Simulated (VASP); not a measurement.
# HPbNO4 (P2_1/m) in VASP: band structure with PBE

Aim: the band structure of HPbNO4 with PBE.

Program: VASP 6.6.1. These are calculated values, not measurements. Logs are shortened: lines on timing, memory, paths and dates and some standing lists are left out, and cuts for length are marked.

### 1 The structure

The structure is monoclinic, space group P2_1/m (No. 11). Conventional cell: a = 6.844 Å, b = 4.212 Å, c = 7.990 Å, α = 90.00°, β = 115.05°, γ = 90.00°. H (site symmetry m) is surrounded by 1 O at 0.99 Å. Pb (site symmetry m) is surrounded by 5 O at 2.47 to 2.73 Å. Around N (site symmetry m) lie 3 O at 1.25 to 1.29 Å. O (site symmetry m) is surrounded by 1 H at 0.99 Å. Around O (site symmetry m) lie 1 N at 1.25 Å. O (site symmetry m) is surrounded by 1 N at 1.28 Å. O (site symmetry m) has 1 N at 1.29 Å as nearest neighbours.

The cell was built by a generator and needn't be a form met in nature.

### 2 Band structure, PBE

POSCAR

```
HPbNO4                                  
1.0
    6.8443751169      0.0000000000      0.0007687982
    0.0000000000      4.2121780663      0.0000000000
   -3.3830790013      0.0000000000      7.2379263329
  H               Pb              N               O             
     2     2     2     8
Direct
     0.2241101204979711    0.7500000000000000    0.5076496415927619
     0.7758895850053674    0.2500000000000000    0.4923477708342219
     0.3023977739090953    0.2500000000000000    0.2837595960192157
     0.6976019768434953    0.7500000000000000    0.7162373688749362
     0.2152524680027237    0.7500000000000000    0.8357261611927144
     0.7847475790482061    0.2500000000000000    0.1642732158695878
     0.3302218234764879    0.7500000000000000    0.4537500879480062
     0.4109624537826759    0.7500000000000000    0.8694864199477699
     0.1551869625269528    0.7500000000000000    0.9665976475022650
     0.0701988803832494    0.7500000000000000    0.6682160373993650
     0.6697788417047769    0.2500000000000000    0.5462482493831435
     0.5890373943681271    0.2500000000000000    0.1305127346205407
     0.8448131212615964    0.2500000000000000    0.0334017569811332
     0.9298010191892746    0.2500000000000000    0.3317833118343427
```

INCAR.step1

```
SYSTEM = HPbNO4
PREC = Accurate ; ENCUT = 520
EDIFF = 1E-6 ; ISMEAR = -1
SIGMA = 0.05 ; LREAL = .FALSE.
LASPH = .TRUE. ; NELM = 80
ALGO = Normal ; ISIF = 2
LWAVE = .FALSE. ; LCHARG = .TRUE.
GGA = PE ; KPAR = 4
```

KPOINTS.step1

```
regular mesh
0
G
  5 6 4
  0 0 0
```

INCAR.step2

```
SYSTEM = HPbNO4
PREC = Accurate ; ENCUT = 520
EDIFF = 1E-6 ; ISMEAR = 0
SIGMA = 0.05 ; LREAL = .FALSE.
LASPH = .TRUE. ; NELM = 80
ALGO = Normal ; ISIF = 2
LWAVE = .FALSE. ; LCHARG = .FALSE.
GGA = PE ; KPAR = 4
ICHARG = 11
```

KPOINTS.step2

```
path GYHCEM1AXH1,MDZ,YD
15
line-mode
reciprocal
 0.0000000000  0.0000000000  0.0000000000  G
 0.0000000000  0.0000000000  0.5000000000  Y

 0.0000000000  0.0000000000  0.5000000000  Y
-0.3888956494  0.0000000000  0.6922719433  H

-0.3888956494  0.0000000000  0.6922719433  H
-0.5000000000  0.0000000000  0.5000000000  C

-0.5000000000  0.0000000000  0.5000000000  C
-0.5000000000  0.5000000000  0.5000000000  E

-0.5000000000  0.5000000000  0.5000000000  E
-0.6111043506  0.5000000000  0.3077280567  M1

-0.6111043506  0.5000000000  0.3077280567  M1
-0.5000000000  0.5000000000  0.0000000000  A

-0.5000000000  0.5000000000  0.0000000000  A
-0.5000000000  0.0000000000  0.0000000000  X

-0.5000000000  0.0000000000  0.0000000000  X
-0.6111043506  0.0000000000  0.3077280567  H1

-0.3888956494  0.5000000000  0.6922719433  M
 0.0000000000  0.5000000000  0.5000000000  D

 0.0000000000  0.5000000000  0.5000000000  D
 0.0000000000  0.5000000000  0.0000000000  Z

 0.0000000000  0.0000000000  0.5000000000  Y
 0.0000000000  0.5000000000  0.5000000000  D
```

Potentials or basis: VASP PAW PBE potentials, release 64 (H, Pb_d, N, O).

Command:

```sh
$ cat potpaw_PBE.64/H/POTCAR potpaw_PBE.64/Pb_d/POTCAR potpaw_PBE.64/N/POTCAR potpaw_PBE.64/O/POTCAR > POTCAR
$ cp INCAR.step1 INCAR
$ cp KPOINTS.step1 KPOINTS
$ mpirun -np 4 vasp_std > vasp.out
$ cp INCAR.step2 INCAR
$ cp KPOINTS.step2 KPOINTS
$ mpirun -np 4 vasp_std > vasp.out
```

OUTCAR:

```text
SYSTEM = HPbNO4
   PREC = Accurate
   ENCUT = 520
   EDIFF = 1E-6
   ISMEAR = 0
   LREAL = .FALSE.
   LASPH = .TRUE.
   NELM = 80
   ISIF = 2
   GGA = PE
   ICHARG = 11

 ion  position               nearest neighbor table
   1  0.224  0.750  0.508-   7 0.99
   2  0.776  0.250  0.492-  11 0.99
   3  0.302  0.250  0.284-   7 2.47   7 2.47  11 2.50  12 2.72  14 2.73  13 2.92   4 3.97   4 3.97

   4  0.698  0.750  0.716-  11 2.47  11 2.47   7 2.50   8 2.72  10 2.73   9 2.92   3 3.97   3 3.97

   5  0.215  0.750  0.836-   8 1.25   9 1.28  10 1.29
   6  0.785  0.250  0.164-  12 1.25  13 1.28  14 1.29
   7  0.330  0.750  0.454-   1 0.99   3 2.47   3 2.47   4 2.50
   8  0.411  0.750  0.869-   5 1.25   4 2.72
   9  0.155  0.750  0.967-   5 1.28   4 2.92
  10  0.070  0.750  0.668-   5 1.29   4 2.73
  11  0.670  0.250  0.546-   2 0.99   4 2.47   4 2.47   3 2.50
  12  0.589  0.250  0.131-   6 1.25   3 2.72
  13  0.845  0.250  0.033-   6 1.28   3 2.92
  14  0.930  0.250  0.332-   6 1.29   3 2.73

  LATTYP: Found a simple monoclinic cell.
 ALAT       =     6.8443751601
 B/A-ratio  =     0.6154218563
 C/A-ratio  =     1.1673152114
 COS(beta)  =    -0.4233365883

  Lattice vectors:

 A1 = (   6.8443751169,   0.0000000000,   0.0007687982)
 A2 = (   0.0000000000,   4.2121780663,   0.0000000000)
 A3 = (  -3.3830790013,   0.0000000000,   7.2379263329)

Analysis of symmetry for initial positions (statically):
=====================================================================
 Subroutine PRICEL returns:
 Original cell was already a primitive cell.

 Routine SETGRP: Setting up the symmetry group for a
 simple monoclinic supercell.

 Subroutine GETGRP returns: Found  4 space group operations
 (whereof  2 operations were pure point group operations)
 out of a pool of  4 trial point group operations.

The static configuration has the point symmetry S_2 .
 The point group associated with its full space group is C_2h.

Analysis of symmetry for dynamics (positions and initial velocities):
=====================================================================
 Subroutine PRICEL returns:
 Original cell was already a primitive cell.

 Routine SETGRP: Setting up the symmetry group for a
 simple monoclinic supercell.

 Subroutine GETGRP returns: Found  4 space group operations
 (whereof  2 operations were pure point group operations)
 out of a pool of  4 trial point group operations.

[... 134 lines left out ...]
   EFERMI =   0.00;   METHOD = LEGACY
   ISMEAR =     0;   SIGMA  =   0.05  broadening in eV -4-tet -1-fermi 0-gaus
   EFERMI_NEDOS =   21; number of points for ismear=-14 and -15
   IALGO  =     38    algorithm
   IMIX   =      4    mixing-type and parameters
     AMIX     =   0.40;   BMIX     =  1.00
     AMIX_MAG =   1.60;   BMIX_MAG =  1.00
  volume/ion in A,a.u.               =      14.91       100.59
  Fermi-wavevector in a.u.,A,eV,Ry     =   1.227656  2.319933 20.505862  1.507138
  Thomas-Fermi vector in A             =   2.362611
   LORBIT       =      0    0 simple, 1 ext, 2 COOP (PROOUT), +10 PAW based schemes
   GGA     = PE    functional components
   LHFCALC =     F    Hartree Fock is set to
   AEXX    =    0.0000 exact exchange contribution
   IVDW    =     0    specifies the selected vdW correction
   LEPSILON=     F    determine dielectric tensor
   LRPA    =     F    only Hartree local field effects (RPA)
 non-spin polarized calculation
 Gauss-broadening in eV      SIGMA  =   0.05
  energy-cutoff  :      520.00
  volume of cell :      208.68
 maximum number of plane-waves:      5656
 NGX is ok and might be reduce to    54

 number of electron      87.9999994 magnetization

 Free energy of the ion-electron system (eV)
  ---------------------------------------------------
  ext. energy  EPLUGINS =         0.00000000
  ---------------------------------------------------
  free energy    TOTEN  =       -81.08918973 eV

  energy without entropy =      -81.08918973  energy(sigma->0) =      -81.08918973

 E-fermi :   0.8248     XC(G=0):  -8.4477

 val. band max:        0.5817425160   @ k =  -0.5000   0.0000   0.5000
 cond. band min:       3.5405473552   @ k =   0.0000   0.2857   0.5000
 fundamental gap:      2.9588048392
 Fermi energy:         0.8248027000

 k-point     1 :       0.0000    0.0000    0.0000
  band No.  band energies     occupation
      1     -24.9713      2.00000
      2     -24.9304      2.00000
      3     -19.6986      2.00000
      4     -19.6093      2.00000
      5     -19.3525      2.00000
      6     -19.2927      2.00000
[... 1309 lines left out ...]
     51       7.1417      0.00000
     52       7.5164      0.00000

 [... further k-points ...]

------------------------ aborting loop because EDIFF is reached ----------------------------------------

  FORCE on cell =-STRESS in cart. coord.  units (eV):
  Direction    XX          YY          ZZ          XY          YZ          ZX
  --------------------------------------------------------------------------------------
  -------------------------------------------------------------------------------------
  Total        0.2275948      0.0515502      0.2046321      0.0000000      0.0000000     -0.0549181
  in kB        1.7474125      0.3957889      1.5711107      0.0000000      0.0000000     -0.4216467
  external PRESSURE =       1.2381040 kB  Pullay stress =       0.0000000 kB

 VOLUME and BASIS-vectors are now :
 -----------------------------------------------------------------------------
  energy-cutoff  :      520.00
  volume of cell :      208.68
      direct lattice vectors                 reciprocal lattice vectors
     6.844375117  0.000000000  0.000768798     0.146097706  0.000000000  0.068287526
     0.000000000  4.212178066  0.000000000     0.000000000  0.237406867  0.000000000
    -3.383079001  0.000000000  7.237926333    -0.000015518  0.000000000  0.138153865

 POSITION                                       TOTAL-FORCE (eV/Angst)
 -----------------------------------------------------------------------------------
     -0.18353      3.15913      3.67450        -0.035019     -0.000000      0.001914
      3.64483      1.05304      3.56417         0.035019     -0.000000     -0.001914
      1.10974      1.05304      2.05406        -0.017190      0.000000      0.085025
      2.35156      3.15913      5.18461         0.017190     -0.000000     -0.085025
     -1.35406      3.15913      6.04909         0.078898     -0.000000      0.004610
      4.81536      1.05304      1.18960        -0.078898     -0.000000     -0.004610
      0.72509      3.15913      3.28446         0.023821     -0.000000     -0.024442
     -0.12876      3.15913      6.29359        -0.073118      0.000000      0.029751
     -2.20792      3.15913      6.99628         0.005857     -0.000000      0.078278
     -1.78016      3.15913      4.83655         0.038873      0.000000     -0.028004
      2.73622      1.05304      3.95422        -0.023821     -0.000000      0.024442
      3.59006      1.05304      0.94509         0.073118     -0.000000     -0.029751
      5.66922      1.05304      0.24241        -0.005857     -0.000000     -0.078278
      5.24146      1.05304      2.40214        -0.038873     -0.000000      0.028004
 -----------------------------------------------------------------------------------
    total drift:                               -0.030197     -0.000000      0.055638

  FREE ENERGIE OF THE ION-ELECTRON SYSTEM (eV)
  ---------------------------------------------------
  free  energy   TOTEN  =       -81.0891897302 eV

  energy  without entropy=      -81.0891897302  energy(sigma->0) =      -81.08918973
```

It took 7.8 min on 4 MPI ranks of Intel Xeon Platinum 8375C at 2.90GHz (Ice Lake), shared host; peak memory 1.3 GiB.

Results:

```yaml
Band_gap_on_the_k_mesh: 2.98 eV, indirect (least direct gap 3.18 eV)
Band_gap_along_the_path: 2.96 eV, indirect (least direct gap 3.18 eV)
```

Levels at the corners of the path, in eV from the valence-band top:
```csv
point,band 41,band 42,band 43,band 44,band 45,band 46,band 47,band 48
Γ,-1.32,-0.39,-0.38,-0.08,3.10,3.76,4.25,4.25
Y,-1.34,-0.44,-0.28,-0.23,3.17,3.64,4.17,4.22
Y,-1.34,-0.44,-0.28,-0.23,3.17,3.64,4.17,4.22
H,-1.23,-0.65,-0.36,-0.13,3.35,3.53,4.01,4.35
H,-1.23,-0.65,-0.36,-0.13,3.35,3.53,4.01,4.35
C,-1.21,-0.74,-0.35,0.00,3.28,3.58,3.80,4.27
C,-1.21,-0.74,-0.35,0.00,3.28,3.58,3.80,4.27
E,-0.68,-0.68,-0.18,-0.18,3.34,3.34,4.60,4.60
E,-0.68,-0.68,-0.18,-0.18,3.34,3.34,4.60,4.60
M1,-0.69,-0.69,-0.17,-0.17,3.30,3.30,4.49,4.49
M1,-0.69,-0.69,-0.17,-0.17,3.30,3.30,4.49,4.49
A,-0.68,-0.68,-0.14,-0.14,3.30,3.30,4.29,4.29
A,-0.68,-0.68,-0.14,-0.14,3.30,3.30,4.29,4.29
X,-1.31,-0.52,-0.40,-0.28,3.45,3.47,4.26,4.44
X,-1.31,-0.52,-0.40,-0.28,3.45,3.47,4.26,4.44
H1,-1.23,-0.65,-0.36,-0.13,3.35,3.53,4.01,4.35
M,-0.69,-0.69,-0.17,-0.17,3.30,3.30,4.49,4.49
D,-0.67,-0.67,-0.32,-0.32,3.16,3.16,4.81,4.81
D,-0.67,-0.67,-0.32,-0.32,3.16,3.16,4.81,4.81
Z,-0.61,-0.61,-0.34,-0.34,3.19,3.19,4.70,4.70
Y,-1.34,-0.44,-0.28,-0.23,3.17,3.64,4.17,4.22
D,-0.67,-0.67,-0.32,-0.32,3.16,3.16,4.81,4.81
```

Caveat: the log is that of the step along the path at fixed density, whose energy, stress, charges and moments have no meaning; the standard files for N, O and F lose accuracy on very short bonds; spin-orbit coupling is left out, which as a rule narrows the gap of such compounds by several tenths of an eV. Expect the measured gap to be larger: semilocal functionals such as PBE lack the derivative discontinuity.
